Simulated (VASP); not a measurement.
Output of a VASP run:

OUTCAR:
```
 ion  position               nearest neighbor table
   1  0.333  0.667  0.250-   2 3.46   2 3.46   2 3.46   2 3.46   2 3.46   2 3.46
   2  0.667  0.333  0.750-   1 3.46   1 3.46   1 3.46   1 3.46   1 3.46   1 3.46
  LATTYP: Found a hexagonal cell.
 ALAT       =     3.5959039237
 C/A-ratio  =     1.5363866925
 Subroutine PRICEL returns:
 Original cell was already a primitive cell.
 Subroutine GETGRP returns: Found 24 space group operations
The static configuration has the point symmetry D_3d.
 The point group associated with its full space group is D_6h.
The dynamic configuration has the point symmetry D_3d.
 Subroutine INISYM returns: Found 24 space group operations
 Subroutine IBZKPT returns following result:
 Found    105 irreducible k-points:

 Following reciprocal coordinates:
            Coordinates               Weight
  0.000000  0.000000  0.000000      1.000000
  0.076923  0.000000  0.000000      6.000000
  0.153846  0.000000  0.000000      6.000000
  0.230769  0.000000  0.000000      6.000000
  0.307692  0.000000  0.000000      6.000000
  0.384615  0.000000  0.000000      6.000000
  0.461538 -0.000000  0.000000      6.000000
  0.076923  0.076923  0.000000      6.000000
  0.153846  0.076923  0.000000     12.000000
  0.230769  0.076923  0.000000     12.000000
  0.307692  0.076923  0.000000     12.000000
  0.384615  0.076923  0.000000     12.000000
  0.461538  0.076923  0.000000      6.000000
  0.153846  0.153846  0.000000      6.000000
  0.230769  0.153846  0.000000     12.000000
  0.307692  0.153846  0.000000     12.000000
  0.384615  0.153846  0.000000     12.000000
  0.230769  0.230769  0.000000      6.000000
  0.307692  0.230769  0.000000     12.000000
  0.384615  0.230769  0.000000      6.000000
  0.307692  0.307692  0.000000      6.000000
  0.000000  0.000000  0.125000      2.000000
  0.076923  0.000000  0.125000     12.000000
  0.153846  0.000000  0.125000     12.000000
  0.230769  0.000000  0.125000     12.000000
  0.307692  0.000000  0.125000     12.000000
  0.384615  0.000000  0.125000     12.000000
  0.461538 -0.000000  0.125000     12.000000
  0.076923  0.076923  0.125000     12.000000
  0.153846  0.076923  0.125000     24.000000
  0.230769  0.076923  0.125000     24.000000
  0.307692  0.076923  0.125000     24.000000
  0.384615  0.076923  0.125000     24.000000
  0.461538  0.076923  0.125000     12.000000
  0.153846  0.153846  0.125000     12.000000
  0.230769  0.153846  0.125000     24.000000
  0.307692  0.153846  0.125000     24.000000
  0.384615  0.153846  0.125000     24.000000
  0.230769  0.230769  0.125000     12.000000
  0.307692  0.230769  0.125000     24.000000
   k-points           NKPTS =    105   k-points in BZ     NKDIM =    105   number of bands    NBANDS=     13
   number of dos      NEDOS =    601   number of ions     NIONS =      2
   total plane-waves  NPLWV =  32928
   dimension x,y,z NGX =    28 NGY =   28 NGZ =   42
   dimension x,y,z NGXF=    56 NGYF=   56 NGZF=   84
   ions per type =               2
   PREC   = accura    normal or accurate (medium, high low for compatibility)
   ISTART =      0    job   : 0-new  1-cont  2-samecut
   ICHARG =      2    charge: 1-file 2-atom 10-const
   ISPIN  =      1    spin polarized calculation?
   LNONCOLLINEAR =      F non collinear calculations
   LSORBIT =      F    spin-orbit coupling
   INIWAV =      1    electr: 0-lowe 1-rand  2-diag
   ENCUT  =  520.0 eV  38.22 Ry    6.18 a.u.   6.69  6.69 10.27*2*pi/ulx,y,z
   NELM   =    100;   NELMIN=  2; NELMDL= -5     # of ELM steps
   EDIFF  = 0.1E-06   stopping-criterion for ELM
   LREAL  =      F    real-space projection
   NLSPLINE    = F    spline interpolate recip. space projectors
   LMAXMIX     =    6 max onsite mixed and CHGCAR
   VOSKOWN=      0    Vosko Wilk Nusair interpolation
   EDIFFG = 0.1E-05   stopping-criterion for IOM
   NSW    =      0    number of steps for IOM
...
```

OSZICAR:
```
       N       E                     dE             d eps       ncg     rms          rms(c)
DAV:   1     0.491383214224E+02    0.49138E+02   -0.85283E+03  2940   0.135E+03
DAV:   2    -0.609741523243E+02   -0.11011E+03   -0.10845E+03  3678   0.599E+02
DAV:   3    -0.671820267105E+02   -0.62079E+01   -0.58731E+01  4429   0.108E+02
DAV:   4    -0.674536754119E+02   -0.27165E+00   -0.26134E+00  4670   0.152E+01
DAV:   5    -0.674615148662E+02   -0.78395E-02   -0.76966E-02  4556   0.256E+00    0.303E+01
DAV:   6    -0.655454952716E+02    0.19160E+01   -0.51308E-01  4425   0.107E+01    0.159E+01
DAV:   7    -0.641092736041E+02    0.14362E+01   -0.53116E-01  4732   0.102E+01    0.796E-01
DAV:   8    -0.654978268216E+02   -0.13886E+01   -0.48024E-01  4813   0.789E+00    0.301E+00
DAV:   9    -0.653078168006E+02    0.19001E+00   -0.59853E-02  3604   0.347E+00    0.105E+00
DAV:  10    -0.652713576296E+02    0.36459E-01   -0.27735E-03  4290   0.773E-01    0.102E+00
DAV:  11    -0.652544667675E+02    0.16891E-01   -0.91765E-03  3275   0.138E+00    0.737E-01
DAV:  12    -0.652611875315E+02   -0.67208E-02   -0.87166E-02  3225   0.352E+00    0.131E-01
DAV:  13    -0.652633796316E+02   -0.21921E-02   -0.41433E-03  4291   0.847E-01    0.138E-01
DAV:  14    -0.652632742802E+02    0.10535E-03   -0.26778E-04  3868   0.212E-01    0.126E-01
DAV:  15    -0.652634012002E+02   -0.12692E-03   -0.28661E-04  3622   0.202E-01    0.324E-01
DAV:  16    -0.652631019105E+02    0.29929E-03   -0.34017E-04  4528   0.226E-01    0.324E-01
DAV:  17    -0.652631291435E+02   -0.27233E-04   -0.11476E-04  3486   0.985E-02    0.216E-01
DAV:  18    -0.652629970244E+02    0.13212E-03   -0.64673E-05  3346   0.992E-02    0.942E-02
DAV:  19    -0.652630848119E+02   -0.87787E-04   -0.10046E-04  4178   0.116E-01    0.142E-02
DAV:  20    -0.652630531809E+02    0.31631E-04   -0.13143E-05  3438   0.481E-02    0.103E-02
DAV:  21    -0.652630770006E+02   -0.23820E-04   -0.79630E-06  3438   0.418E-02    0.223E-02
DAV:  22    -0.652630638436E+02    0.13157E-04   -0.45904E-06  3500   0.274E-02    0.435E-03
DAV:  23    -0.652630690408E+02   -0.51972E-05   -0.49576E-07  3820   0.870E-03    0.185E-03
DAV:  24    -0.652630683836E+02    0.65724E-06   -0.39691E-08  1780   0.218E-03    0.219E-03
DAV:  25    -0.652630683463E+02    0.37235E-07   -0.29101E-08  1725   0.385E-03
   1 F= -.65263068E+02 E0= -.65263068E+02  d E =0.000000E+00
       N       E                     dE             ncg
```

**OUTCAR**
```
------------------------ aborting loop because EDIFF is reached ----------------------------------------
  FORCE on cell =-STRESS in cart. coord.  units (eV):
  Direction    XX          YY          ZZ          XY          YZ          ZX
  --------------------------------------------------------------------------------------
  Total        0.0597853      0.0597853      0.1270541     -0.0000000      0.0000000     -0.0000000
  in kB        1.5482806      1.5482807      3.2903645     -0.0000000      0.0000000     -0.0000000
  external PRESSURE =       2.1289752 kB  Pullay stress =       0.0000000 kB
  volume of cell :       61.87
      direct lattice vectors                 reciprocal lattice vectors
     1.797951938 -3.114144161  0.000000000     0.278094197 -0.160557757  0.000000000
     1.797951938  3.114144161  0.000000000     0.278094197  0.160557757  0.000000000
     0.000000000  0.000000000  5.524698936     0.000000000  0.000000000  0.181005338
 POSITION                                       TOTAL-FORCE (eV/Angst)
 -----------------------------------------------------------------------------------
      1.79795      1.03805      1.38117        -0.000000     -0.000000      0.000000
      1.79795     -1.03805      4.14352         0.000000      0.000000      0.000000
 -----------------------------------------------------------------------------------
    total drift:                                0.000000      0.000092     -0.000010
  FREE ENERGIE OF THE ION-ELECTRON SYSTEM (eV)
  ---------------------------------------------------
  free  energy   TOTEN  =       -65.2630683463 eV

  energy  without entropy=      -65.2630683463  energy(sigma->0) =      -65.26306835

 total charge

# of ion       s       p       d       tot
------------------------------------------
    1        0.497   6.502   1.116   8.115
    2        0.497   6.502   1.116   8.115
--------------------------------------------------
tot          0.994  13.004   2.232  16.229
```
(Selected blocks of OUTCAR.)

POSCAR:
```
Ho
1
    1.7979519380    -3.1141441613     0.0000000000
    1.7979519380     3.1141441613    -0.0000000000
   -0.0000000000     0.0000000000     5.5246989359
Ho
2
Direct
  0.3333330000   0.6666670000   0.2500000000
  0.6666670000   0.3333330000   0.7500000000
```

Problem. Write an INCAR and KPOINTS that could have produced this output.

Solution. This is not unique; one that fits is the input of the run itself, r2SCAN+rVV10, plane waves, VASP's PBE PAW potentials (set 64).

KPOINTS:
```
Automatic mesh
0
Gamma
13 13 8
0 0 0
```

**INCAR**
```
! general
SYSTEM  =Ho
PREC    =Accurate
ENCUT   =520
LREAL   =.False.
LASPH   =.True.

! electronic loop
EDIFF   =1E-7
NELM    =100
ALGO    =Normal
LMAXMIX =6
LMIXTAU =.True.

! smearing
ISMEAR  =-5

! functional
METAGGA =R2SCAN
LUSE_VDW=.True.
BPARAM  =11.95
CPARAM  =0.0093

! ions
ISIF    =2

! output
LWAVE   =.False.
LCHARG  =.False.
LORBIT  =11
NEDOS   =601
```

**KPOINTS_OPT**
```
k-points along high-symmetry lines
6
Line-mode
Reciprocal
  0.000000   0.000000   0.000000 ! GAMMA
 -0.000000   0.500000   0.000000 ! M

 -0.000000   0.500000   0.000000 ! M
 -0.333333   0.666667   0.000000 ! K

 -0.333333   0.666667   0.000000 ! K
  0.000000   0.000000   0.000000 ! GAMMA

  0.000000   0.000000   0.000000 ! GAMMA
  0.000000   0.000000   0.500000 ! A

  0.000000   0.000000   0.500000 ! A
 -0.000000   0.500000   0.500000 ! L

 -0.000000   0.500000   0.500000 ! L
 -0.333333   0.666667   0.500000 ! H

 -0.333333   0.666667   0.500000 ! H
  0.000000   0.000000   0.500000 ! A

 -0.000000   0.500000   0.500000 ! L
 -0.000000   0.500000   0.000000 ! M

 -0.333333   0.666667   0.500000 ! H
 -0.333333   0.666667   0.000000 ! K
```

POTCAR, in this order: Ho_3 (PBE.64 set). Program: vasp_std.

The 4f electrons are frozen in the core of the lanthanide potential, so 4f levels, which can set the real gap, and their magnetism are missing. For a metal the tetrahedron method with Blöchl corrections gives inexact stress and forces.

The compound is Ho in the hcp structure. It was relaxed first.
